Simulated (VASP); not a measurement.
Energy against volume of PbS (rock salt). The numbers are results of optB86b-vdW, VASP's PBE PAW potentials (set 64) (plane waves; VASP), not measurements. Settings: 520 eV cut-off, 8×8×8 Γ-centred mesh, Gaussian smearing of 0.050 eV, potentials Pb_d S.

```
V (Å³/atom)  E (eV/atom)
-----------  -----------
24.769          -2.12177
25.559          -2.13694
26.350          -2.14204
27.140          -2.13853
```

### Question
Fit these four points and predict the energy of the run at 27.931 Å³/atom.

### Answer
A cubic in V^(−2/3), the third-order Birch-Murnaghan form, passes through the four points with V0 = 26.40 Å³/atom and B0 = 58 GPa, and gives -2.1277 eV/atom there. The run gave -2.1277 eV/atom, -0.0 meV/atom from the fit; all five points give B0 = 58 GPa.

The compound is PbS in the rock salt structure. It was relaxed first.
